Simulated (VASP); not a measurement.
Level of theory: PBE GGA, VASP's PBE PAW potentials (set 64) (plane waves; VASP).

Input for VASP

KPOINTS:
```
Automatic mesh
0
Gamma
1 1 1
0 0 0
```

INCAR:
```
# general
SYSTEM  = Zn32AsSe31
PREC    = Normal
ENCUT   = 400
LREAL   = Auto   # projection in real space or not
LASPH   = .TRUE.
ISYM    = 0
NELECT  = 577.0

# electronic loop
EDIFF   = 1E-5
NELM    = 100
NELMIN  = 4
ALGO    = Fast   # Davidson, then RMM-DIIS
LMAXMIX = 4

# smearing
ISMEAR  = 0
SIGMA   = 0.05

# functional
GGA     = PE   # PBE

# spin
ISPIN   = 2   # spin-polarised
MAGMOM  = 64*0.0156
NUPDOWN = 1

# ions
IBRION  = 2   # conjugate gradients
NSW     = 60   # most ionic steps
ISIF    = 2   # forces and stress, cell fixed
EDIFFG  = -0.03

# output
LWAVE   = .FALSE.
LCHARG  = .FALSE.
LORBIT  = 10
```

**POSCAR**
```
Zn32AsSe31
1.0
 11.4825331920   0.0000000000   0.0000000000
  0.0000000000  11.4825331920   0.0000000000
  0.0000000000   0.0000000000  11.4825331920
Zn Se As
32 31 1
Direct
  0.5000000000   0.0000000000   0.0000000000
  0.7500000000   0.2500000000   0.0000000000
  0.7500000000   0.0000000000   0.2500000000
  0.0000000000   0.0000000000   0.0000000000
  0.2500000000   0.2500000000   0.0000000000
  0.5000000000   0.5000000000   0.0000000000
  0.7500000000   0.7500000000   0.0000000000
  0.2500000000   0.0000000000   0.2500000000
  0.4978580000   0.2462030000   0.2537670000
  0.7490390000   0.4989310000   0.2513370000
  0.5000000000   0.0000000000   0.5000000000
  0.7523780000   0.2483420000   0.5042170000
  0.7500000000   0.0000000000   0.7500000000
  0.0000000000   0.5000000000   0.0000000000
  0.2500000000   0.7500000000   0.0000000000
  0.0000000000   0.2500000000   0.2500000000
  0.2500000000   0.5000000000   0.2500000000
  0.5000000000   0.7500000000   0.2500000000
  0.0000000000   0.0000000000   0.5000000000
  0.2500000000   0.2500000000   0.5000000000
  0.4995310000   0.4975700000   0.5034010000
  0.7500000000   0.7500000000   0.5000000000
  0.2500000000   0.0000000000   0.7500000000
  0.5000000000   0.2500000000   0.7500000000
  0.7500000000   0.5000000000   0.7500000000
  0.0000000000   0.7500000000   0.2500000000
  0.0000000000   0.5000000000   0.5000000000
  0.2500000000   0.7500000000   0.5000000000
  0.0000000000   0.2500000000   0.7500000000
  0.2500000000   0.5000000000   0.7500000000
  0.5000000000   0.7500000000   0.7500000000
  0.0000000000   0.7500000000   0.7500000000
  0.6250000000   0.1250000000   0.1250000000
  0.8750000000   0.3750000000   0.1250000000
  0.8750000000   0.1250000000   0.3750000000
  0.1250000000   0.1250000000   0.1250000000
  0.3750000000   0.3750000000   0.1250000000
  0.6250000000   0.6250000000   0.1250000000
  0.8750000000   0.8750000000   0.1250000000
  0.3750000000   0.1250000000   0.3750000000
  0.8750000000   0.6250000000   0.3750000000
  0.6250000000   0.1250000000   0.6250000000
  0.8750000000   0.3750000000   0.6250000000
  0.8750000000   0.1250000000   0.8750000000
  0.1250000000   0.6250000000   0.1250000000
  0.3750000000   0.8750000000   0.1250000000
  0.1250000000   0.3750000000   0.3750000000
  0.3750000000   0.6250000000   0.3750000000
  0.6250000000   0.8750000000   0.3750000000
  0.1250000000   0.1250000000   0.6250000000
  0.3750000000   0.3750000000   0.6250000000
  0.6250000000   0.6250000000   0.6250000000
  0.8750000000   0.8750000000   0.6250000000
  0.3750000000   0.1250000000   0.8750000000
  0.6250000000   0.3750000000   0.8750000000
  0.8750000000   0.6250000000   0.8750000000
  0.1250000000   0.8750000000   0.3750000000
  0.1250000000   0.6250000000   0.6250000000
  0.3750000000   0.8750000000   0.6250000000
  0.1250000000   0.3750000000   0.8750000000
  0.3750000000   0.6250000000   0.8750000000
  0.6250000000   0.8750000000   0.8750000000
  0.1250000000   0.8750000000   0.8750000000
  0.6254110000   0.3791210000   0.3785040000
```

POTCAR, in this order: Zn Se As (PBE.64 set). Program: vasp_gam.

Question: What will the output report for the number of irreducible k-points (NKPTS), largest plane-wave count, FFT grid (NGX, NGY, NGZ)?

Answer: 
The number of irreducible k-points (NKPTS) is 1 and the largest plane-wave count is 13805. The FFT grid (NGX, NGY, NGZ) comes out as 56 × 56 × 56.

The cell is a supercell with a defect, built from ZnSe (zinc blende): As_Se, charge -2.
